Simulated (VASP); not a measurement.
VASP input:

**KPOINTS**
```
Automatic mesh
0
Gamma
10 10 10
0 0 0
```

INCAR:
```
# general
SYSTEM   =  BP
PREC     =  Accurate
ENCUT    =  620
LREAL    =  .FALSE.
LASPH    =  .TRUE.

# electronic loop
EDIFF    =  1E-6
NELM     =  100
ALGO     =  Normal

# smearing
ISMEAR   =  0
SIGMA    =  0.05

# ions
IBRION   =  2
NSW      =  40
ISIF     =  3
EDIFFG   =  -0.02
PSTRESS  =  200

# output
LWAVE    =  .FALSE.
LCHARG   =  .FALSE.
```

**POSCAR**
```
BP
1
    0.0000000000     2.2065303606     2.2065303606
    2.2065303606     0.0000000000     2.2065303606
    2.2065303606     2.2065303606     0.0000000000
B P
1 1
Direct
  0.0000000000   0.0000000000   0.0000000000
  0.2500000000   0.2500000000   0.2500000000
```

POTCAR, in this order: B P (LDA.64 set). Program: vasp_std.

Question: Translate this LDA calculation to Quantum ESPRESSO's pw.x.

Answer: One equivalent input (not run):
```
&CONTROL
  calculation = 'vc-relax'
  pseudo_dir = './pseudo'
  outdir = './out'
  tprnfor = .true.
  tstress = .true.
  nstep = 40
  forc_conv_thr = 0.00078
/
&SYSTEM
  ibrav = 0
  nat = 2
  ntyp = 2
  ecutwfc = 76
  occupations = 'smearing'
  smearing = 'gaussian'
  degauss = 0.003675
  input_dft = 'pz'
/
&ELECTRONS
  conv_thr = 7.3e-08
  electron_maxstep = 100
/
&IONS
/
&CELL
  press = 200
/
ATOMIC_SPECIES
  B 10.810 B.upf
  P 30.974 P.upf
CELL_PARAMETERS angstrom
     0.0000000    2.2065304    2.2065304
     2.2065304    0.0000000    2.2065304
     2.2065304    2.2065304    0.0000000
ATOMIC_POSITIONS crystal
  B    0.0000000  0.0000000  0.0000000
  P    0.2500000  0.2500000  0.2500000
K_POINTS automatic
  10 10 10 0 0 0
```
Limits of the translation: the potentials are each code's own (VASP's PAW set, PseudoDojo norm-conserving files in pw.x), so ENCUT and ecutwfc are chosen apart and not converted; conv_thr bounds pw.x's estimated SCF error, while EDIFF bounds the energy change between steps; forc_conv_thr acts on force components and is met together with etot_conv_thr.

The compound is BP in the zinc blende structure. This run relaxes it under an external pressure of 20 GPa. Symmetry was kept, so distortions that lower it aren't found.
